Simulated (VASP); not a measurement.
# MoS2: lattice, stiffness and zone-centre modes, part 2 of 2

What lattice, stiffness and vibrations does MoS2 have at one level of theory? The starting structure is a measured crystal structure from the Crystallography Open Database. All runs use PBEsol.

VASP 6.6.1.

So far. Step 2 (Relaxation): The relaxed cell holds 17.889 Å³ an atom, with a = 3.141 Å (-0.9 % against the database cell) and c = 12.559 Å (+1.9 % against the database cell). Pressures at 0.985 and 1.015 times this volume, from two more relaxations that aren't shown, give a bulk modulus of 18.2 GPa. Step 3 (Elastic constants): The elastic tensor has C11 = 225.9, C12 = 53.8, C44 = 11.1 GPa, among others; its Hill averages are a bulk modulus of 43.8 and a shear modulus of 33.9 GPa.

The database entry behind the starting cell differs from later determinations by our own check (about 0.3 % long), so it need not match the best structure at ambient conditions.

### 4. Modes of the relaxed cell

Level of this step: PBEsol; plane waves and PAW (Mo_sv, S) (VASP).

File INCAR:

```
SYSTEM = MoS2
PREC = Accurate
ENCUT = 500
EDIFF = 1E-08
NELM = 100
ISMEAR = 0
SIGMA = 0.03
LREAL = .FALSE.
ALGO = Normal
GGA = PS
NBANDS = 32
LASPH = .TRUE.
LORBIT = 11
LWAVE = .FALSE.
LCHARG = .FALSE.
KPAR = 8
IBRION = 8
LEPSILON = .TRUE.
LPEAD = .TRUE.
ISIF = 2
```

File POSCAR:

```
MoS2
1.0
    3.1414199175      0.0000000000      0.0000000000
   -1.5707099588      2.7205494525      0.0000000000
    0.0000000000      0.0000000000     12.5592514284
Mo S
2 4
Direct
    0.6666666667      0.3333333333      0.7500000000
    0.3333333333      0.6666666667      0.2500000000
    0.6666666667      0.3333333333      0.3741364562
    0.3333333333      0.6666666667      0.8741364562
    0.6666666667      0.3333333333      0.1258635438
    0.3333333333      0.6666666667      0.6258635438
```

File KPOINTS:

```
Automatic mesh
0
Gamma
12 12 4
0 0 0
```

The projector-augmented-wave data sets are Mo_sv and S (PBE family, release 64).

On the command line:

```bash
mpirun -np 8 vasp_std
```

The program printed:

```text
[... set-up lines as in an earlier step ...]
 entering main loop
       N       E                     dE             d eps       ncg     rms          rms(c)
DAV:   1     0.441114749510E+03    0.44111E+03   -0.29221E+04  4064   0.150E+03
DAV:   2    -0.268442646538E+02   -0.46796E+03   -0.45663E+03  4512   0.387E+02
DAV:   3    -0.493388029888E+02   -0.22495E+02   -0.22309E+02  4664   0.765E+01
DAV:   4    -0.497843245036E+02   -0.44552E+00   -0.44421E+00  4560   0.109E+01
[...]
DAV:  18    -0.469052242969E+02    0.21067E-07   -0.37336E-09  2816   0.365E-04    0.101E-03
DAV:  19    -0.469052242855E+02    0.11366E-07   -0.51862E-09  2672   0.356E-04    0.266E-04
DAV:  20    -0.469052242842E+02    0.13570E-08   -0.61792E-10  2520   0.120E-04
   1 F= -.46905224E+02 E0= -.46905224E+02  d E =-.477298E-21
 Linear response reoptimize wavefunctions to high precision
DAV:   1    -0.469052242845E+02   -0.36471E-09   -0.17003E-10  2440   0.509E-05
DAV:   2    -0.469052242845E+02    0.30923E-10   -0.65889E-11  2416   0.287E-05
 Linear response to external field (no local field effect), progress :
[...]
RMM:  20    -0.919601257824E-01    0.11422E-08    0.34542E-07 18806   0.494E-05    0.125E-07
 first order change of Fermi-energy  -0.87577E-01
 force on displaced ion       3 direction 1 : -10.028  -0.000   0.000
 Born effective charge ion    3 direction 1 :   0.548   0.000   0.000
 Linear response progress:
  Degree of freedom:   4/  4
       N       E                     dE             d eps       ncg     rms          rms(c)
RMM:   1    -0.171247376325E+00   -0.17125E+00   -0.15275E-01 10898   0.155E+00
RMM:   2    -0.149370921376E+00    0.21876E-01   -0.15290E-02  6937   0.497E-01    0.365E-01
RMM:   3    -0.149423966599E+00   -0.53045E-04   -0.15122E-03  7130   0.140E-01    0.253E-01
RMM:   4    -0.149595377441E+00   -0.17141E-03   -0.29757E-04  7064   0.731E-02    0.380E-02
[...]
RMM:  19    -0.149635596450E+00    0.73866E-08   -0.77246E-07  4723   0.496E-05    0.471E-07
RMM:  20    -0.149635602405E+00   -0.59550E-08   -0.83221E-07  4789   0.497E-05    0.527E-07
RMM:  21    -0.149635599059E+00    0.33456E-08   -0.79619E-07  4650   0.497E-05    0.494E-07
 first order change of Fermi-energy  -0.44551E+00
 force on displaced ion       3 direction 3 :  -0.000   0.000 -17.523
 Born effective charge ion    3 direction 3 :  -0.000   0.000   0.300
 Born effective charges drift removed
 Linear response finished
```

Wall time 17 min (8 MPI ranks of Intel Xeon Platinum 8375C at 2.90GHz (Ice Lake), shared host); peak memory 15 GiB.

From OUTCAR (step 4):

```text
  Total       -0.0008414     -0.0008414     -0.0029356      0.0000000      0.0000000      0.0000000
  in kB       -0.0125589     -0.0125589     -0.0438194      0.0000000      0.0000000      0.0000000
  external PRESSURE =      -0.0229790 kB  Pullay stress =       0.0000000 kB

 POSITION                                       TOTAL-FORCE (eV/Angst)
 -----------------------------------------------------------------------------------
      1.57071      0.90685      9.41944         0.000000      0.000000      0.000000
     -0.00000      1.81370      3.13981         0.000000     -0.000000      0.000000
      1.57071      0.90685      4.69887        -0.000000     -0.000000     -0.000417
     -0.00000      1.81370     10.97850         0.000000      0.000000     -0.000417
      1.57071      0.90685      1.58075        -0.000000      0.000000      0.000417
     -0.00000      1.81370      7.86038         0.000000      0.000000      0.000417
 -----------------------------------------------------------------------------------
    total drift:                                0.000000     -0.000000      0.000000

 MACROSCOPIC STATIC DIELECTRIC TENSOR (including local field effects in DFT)
 ------------------------------------------------------
          14.752193    -0.000000    -0.000000
          -0.000000    14.752193     0.000000
          -0.000000     0.000000     6.044650
 ------------------------------------------------------

 MACROSCOPIC STATIC DIELECTRIC TENSOR IONIC CONTRIBUTION
 ------------------------------------------------------
           0.193586    -0.000000     0.000000
          -0.000000     0.193586     0.000000
           0.000000     0.000000     0.039856
 ------------------------------------------------------

[... 1 part as in an earlier step ...]

[... 1 further part left out ...]
```

The zone-centre modes at 17.889 Å³ an atom are B1g (2) 470.4, A2u 468.1, A1g 406.2, B2u 405.2, E1g 286.0, E2u 284.3, B1g (1) 35.0, E2g 26.2 cm⁻¹.

### 5. Modes at 0.97 of that volume

Shape and positions were first relaxed at this volume, in a run that isn't shown.

INCAR is that of step 4.

File POSCAR:

```
MoS2
1.0
    3.1337649671      0.0000000000      0.0000000000
   -1.5668824835      2.7139200710      0.0000000000
    0.0000000000      0.0000000000     12.2420636349
Mo S
2 4
Direct
    0.6666666667      0.3333333333      0.7500000000
    0.3333333333      0.6666666667      0.2500000000
    0.6666666667      0.3333333333      0.3774419428
    0.3333333333      0.6666666667      0.8774419428
    0.6666666667      0.3333333333      0.1225580572
    0.3333333333      0.6666666667      0.6225580572
```

KPOINTS is that of step 4.

On the command line:

```bash
mpirun -np 8 vasp_std
```

The program printed:

```text
[... set-up lines as in an earlier step ...]
 entering main loop
       N       E                     dE             d eps       ncg     rms          rms(c)
DAV:   1     0.437277650807E+03    0.43728E+03   -0.29129E+04  4064   0.150E+03
DAV:   2    -0.264719831153E+02   -0.46375E+03   -0.45229E+03  4504   0.388E+02
DAV:   3    -0.492540662963E+02   -0.22782E+02   -0.22572E+02  4648   0.768E+01
DAV:   4    -0.497407906527E+02   -0.48672E+00   -0.48519E+00  4488   0.113E+01
[...]
DAV:  18    -0.468960637104E+02    0.13863E-07   -0.21456E-09  2744   0.262E-04    0.101E-03
DAV:  19    -0.468960636985E+02    0.11869E-07   -0.40056E-09  2680   0.379E-04    0.248E-04
DAV:  20    -0.468960636958E+02    0.26967E-08   -0.54008E-10  2512   0.116E-04
   1 F= -.46896064E+02 E0= -.46896064E+02  d E =-.372873E-34
 Linear response reoptimize wavefunctions to high precision
DAV:   1    -0.468960636958E+02   -0.58208E-10   -0.18121E-10  2560   0.582E-05
 Linear response to external field (no local field effect), progress :
  Direction:   1
[...]
RMM:  11    -0.917989268986E-01    0.33250E-08   -0.61617E-09 36135   0.669E-05    0.575E-06
 first order change of Fermi-energy   0.41860E-01
 force on displaced ion       3 direction 1 : -10.112  -0.000   0.000
 Born effective charge ion    3 direction 1 :   0.551   0.000   0.000
 Linear response progress:
  Degree of freedom:   4/  4
       N       E                     dE             d eps       ncg     rms          rms(c)
RMM:   1    -0.171442732131E+00   -0.17144E+00   -0.15467E-01 11035   0.156E+00
RMM:   2    -0.149219915519E+00    0.22223E-01   -0.15101E-02  6918   0.499E-01    0.367E-01
RMM:   3    -0.149284480215E+00   -0.64565E-04   -0.14989E-03  7162   0.140E-01    0.255E-01
RMM:   4    -0.149470948809E+00   -0.18647E-03   -0.33262E-04  7095   0.734E-02    0.377E-02
[...]
RMM:  19    -0.149506553985E+00    0.37899E-08   -0.74855E-07  5408   0.415E-05    0.628E-07
RMM:  20    -0.149506555205E+00   -0.12202E-08   -0.80091E-07  5412   0.415E-05    0.679E-07
RMM:  21    -0.149506554453E+00    0.75232E-09   -0.75207E-07  5390   0.415E-05    0.615E-07
 first order change of Fermi-energy  -0.34599E+00
 force on displaced ion       3 direction 3 :  -0.000   0.000 -17.696
 Born effective charge ion    3 direction 3 :   0.000   0.000   0.355
 Born effective charges drift removed
 Linear response finished
```

Elapsed: 12 min, on 8 MPI ranks; peak memory 14 GiB.

Parts of OUTCAR (step 5):

```text
  Total        0.5708048      0.5708048      0.5567884      0.0000000      0.0000000     -0.0000000
  in kB        8.7837519      8.7837519      8.5680628      0.0000000      0.0000000     -0.0000000
  external PRESSURE =       8.7118555 kB  Pullay stress =       0.0000000 kB

 POSITION                                       TOTAL-FORCE (eV/Angst)
 -----------------------------------------------------------------------------------
      1.56688      0.90464      9.18155        -0.000000     -0.000000      0.000000
     -0.00000      1.80928      3.06052        -0.000000      0.000000      0.000000
      1.56688      0.90464      4.62067        -0.000000     -0.000000     -0.000305
     -0.00000      1.80928     10.74170         0.000000      0.000000     -0.000305
      1.56688      0.90464      1.50036         0.000000      0.000000      0.000305
     -0.00000      1.80928      7.62140         0.000000      0.000000      0.000305
 -----------------------------------------------------------------------------------
    total drift:                               -0.000000      0.000000     -0.000000

 MACROSCOPIC STATIC DIELECTRIC TENSOR (including local field effects in DFT)
 ------------------------------------------------------
          15.155428     0.000000     0.000000
           0.000000    15.155428     0.000000
          -0.000000     0.000000     6.844206
 ------------------------------------------------------

 MACROSCOPIC STATIC DIELECTRIC TENSOR IONIC CONTRIBUTION
 ------------------------------------------------------
           0.200749     0.000000    -0.000000
           0.000000     0.200749     0.000000
          -0.000000     0.000000     0.057318
 ------------------------------------------------------

[... 1 part as in an earlier step ...]

[... 1 further part left out ...]
```

The log as kept lacks single lines of electronic cycles.

The zone-centre modes at 17.353 Å³ an atom are B1g (2) 472.5, A2u 468.7, A1g 409.2, B2u 405.8, E1g 287.8, E2u 285.2, B1g (1) 48.3, E2g 31.8 cm⁻¹.

### 6. Modes at 1.03 of that volume

Shape and positions were first relaxed at this volume, in a run that isn't shown.

INCAR is that of step 5.

File POSCAR:

```
MoS2
1.0
    3.1452553174      0.0000000000      0.0000000000
   -1.5726276588      2.7238710063      0.0000000000
    0.0000000000      0.0000000000     12.9044991976
Mo S
2 4
Direct
    0.6666666667      0.3333333333      0.7500000000
    0.3333333333      0.6666666667      0.2500000000
    0.6666666667      0.3333333333      0.3707600382
    0.3333333333      0.6666666667      0.8707600382
    0.6666666667      0.3333333333      0.1292399618
    0.3333333333      0.6666666667      0.6292399618
```

KPOINTS is that of step 5.

On the command line:

```bash
mpirun -np 8 vasp_std
```

The program printed:

```text
[... set-up lines as in an earlier step ...]
 entering main loop
       N       E                     dE             d eps       ncg     rms          rms(c)
DAV:   1     0.435081299835E+03    0.43508E+03   -0.29019E+04  4112   0.149E+03
DAV:   2    -0.263023558962E+02   -0.46138E+03   -0.44928E+03  4496   0.382E+02
DAV:   3    -0.493225501721E+02   -0.23020E+02   -0.22829E+02  4752   0.760E+01
DAV:   4    -0.497967358390E+02   -0.47419E+00   -0.47285E+00  4424   0.110E+01
[...]
DAV:  17    -0.469017386293E+02   -0.73659E-07   -0.10403E-07  4088   0.154E-03    0.225E-03
DAV:  18    -0.469017386088E+02    0.20515E-07   -0.10253E-08  2912   0.613E-04    0.102E-03
DAV:  19    -0.469017386005E+02    0.82618E-08   -0.49460E-09  2600   0.338E-04
   1 F= -.46901739E+02 E0= -.46901739E+02  d E =-.136391E-25
 Linear response reoptimize wavefunctions to high precision
DAV:   1    -0.469017385960E+02    0.45338E-08   -0.12795E-09  2600   0.172E-04
DAV:   2    -0.469017385961E+02   -0.13097E-09   -0.40967E-10  2456   0.739E-05
[...]
RMM:  31    -0.920135330767E-01    0.43312E-08    0.30914E-07 17652   0.467E-05    0.189E-07
 first order change of Fermi-energy  -0.13169E+00
 force on displaced ion       3 direction 1 :  -9.988  -0.000   0.000
 Born effective charge ion    3 direction 1 :   0.547   0.000   0.000
 Linear response progress:
  Degree of freedom:   4/  4
       N       E                     dE             d eps       ncg     rms          rms(c)
RMM:   1    -0.171236850200E+00   -0.17124E+00   -0.15108E-01 10881   0.154E+00
RMM:   2    -0.149665579707E+00    0.21571E-01   -0.15561E-02  6933   0.495E-01    0.365E-01
RMM:   3    -0.149700502690E+00   -0.34923E-04   -0.14884E-03  7106   0.140E-01    0.252E-01
RMM:   4    -0.149868027879E+00   -0.16753E-03   -0.32635E-04  7039   0.727E-02    0.375E-02
[...]
RMM:  19    -0.149904666923E+00   -0.21948E-08   -0.19841E-06  4899   0.484E-05    0.558E-07
RMM:  20    -0.149904664097E+00    0.28269E-08   -0.19528E-06  4774   0.483E-05    0.489E-07
RMM:  21    -0.149904667167E+00   -0.30703E-08   -0.19791E-06  4579   0.483E-05    0.503E-07
 first order change of Fermi-energy  -0.41950E+00
 force on displaced ion       3 direction 3 :   0.000  -0.000 -17.438
 Born effective charge ion    3 direction 3 :   0.000   0.000   0.254
 Born effective charges drift removed
 Linear response finished
```

Elapsed: 20 min, on 8 MPI ranks; peak memory 15 GiB.

From OUTCAR (step 6):

```text
  Total       -0.2884516     -0.2884516     -0.2864269      0.0000000     -0.0000000      0.0000000
  in kB       -4.1802277     -4.1802277     -4.1508862      0.0000000     -0.0000000      0.0000000
  external PRESSURE =      -4.1704472 kB  Pullay stress =       0.0000000 kB

 POSITION                                       TOTAL-FORCE (eV/Angst)
 -----------------------------------------------------------------------------------
      1.57263      0.90796      9.67837         0.000000      0.000000     -0.000000
     -0.00000      1.81591      3.22612        -0.000000     -0.000000     -0.000000
      1.57263      0.90796      4.78447        -0.000000     -0.000000      0.000190
     -0.00000      1.81591     11.23672        -0.000000      0.000000      0.000190
      1.57263      0.90796      1.66778         0.000000     -0.000000     -0.000190
     -0.00000      1.81591      8.12003        -0.000000      0.000000     -0.000190
 -----------------------------------------------------------------------------------
    total drift:                                0.000000     -0.000000      0.000000

 MACROSCOPIC STATIC DIELECTRIC TENSOR (including local field effects in DFT)
 ------------------------------------------------------
          14.337155    -0.000000    -0.000000
          -0.000000    14.337155     0.000000
           0.000000     0.000000     5.350820
 ------------------------------------------------------

 MACROSCOPIC STATIC DIELECTRIC TENSOR IONIC CONTRIBUTION
 ------------------------------------------------------
           0.187974    -0.000000    -0.000000
          -0.000000     0.187974     0.000000
          -0.000000     0.000000     0.027490
 ------------------------------------------------------

[... 1 part as in an earlier step ...]

[... 1 further part left out ...]
```

The symmetry labels of these modes could not be matched to those of the other runs. Unlabelled, the frequencies, but for the three nearest zero, run from 19.3 to 469.5 cm⁻¹.

### 7. All runs side by side

```
                         run  volume (Å³/atom)  B1g (2)    A2u    A1g    B2u    E1g    E2u  B1g (1)   E2g  core minutes
                  relaxation            17.889        -      -      -      -      -      -        -     -          1.76
           elastic constants            17.889        -      -      -      -      -      -        -     -          87.6
   modes of the relaxed cell            17.889    470.4  468.1  406.2  405.2  286.0  284.3     35.0  26.2         137.0
modes at 0.97 of that volume            17.353    472.5  468.7  409.2  405.8  287.8  285.2     48.3  31.8          94.8
modes at 1.03 of that volume            18.426        -      -      -      -      -      -        -     -         163.0
```

Modes are in cm⁻¹, degenerate ones as one, matched by symmetry and order. A number in brackets counts the listed modes of one symmetry from the lowest. The symmetry labels come from an automatic analysis and can be wrong where levels nearly coincide. Levels within 1 cm⁻¹ of another in the first mode run are left out, since their labels are uncertain. Core minutes are wall time times ranks of the run shown, on a shared host.

### 8. Results

```
relaxed volume                : 17.89 Å³/atom
bulk modulus from two volumes : 18.2 GPa
Hill shear modulus            : 33.9 GPa
mode B1g (2)                  : 470.4 cm⁻¹
mode A2u                      : 468.1 cm⁻¹
mode A1g                      : 406.2 cm⁻¹
mode B2u                      : 405.2 cm⁻¹
mode E1g                      : 286.0 cm⁻¹
mode E2u                      : 284.3 cm⁻¹
mode B1g (1)                  : 35.0 cm⁻¹
mode E2g                      : 26.2 cm⁻¹
```

**Reading.** At the PBEsol level MoS2 relaxes to 17.89 Å³ an atom. The bulk modulus is 18.2 GPa from the pressures at two volumes and 43.8 GPa as the Hill average of the elastic tensor; in a crystal this anisotropic the average lies above the modulus under even pressure, since it is the mean of an upper and a lower bound. The pressures at 0.97 and 1.03 of the volume give 21.5 GPa, so the bulk modulus is known only roughly. The bonds form layers, and no dispersion term is on, so the spacing, the stiffness across it and any mode in which layers move against each other are unreliable. The dielectric constants and Born charges in the logs aren't compared here; at a small gap they can be far off, and in a run without a gap they mean nothing. The frequencies are harmonic, and the splitting of polar modes by their long-range field is left out. All values are for a static lattice. Further runs on this material are not shown.

[Lines on the potential files, build, host, timing and source positions are cut from VASP's logs without a mark.]

[Logs are printed without paths, hosts, clocks, repeated set-up lines and the standing remarks that a program may print on its own settings, such as how far it seeks lower states.]

[Hosts, paths, dates, database ids (printed as entryN), source tags and the programs' standing remarks are cut or masked in the printed files.]
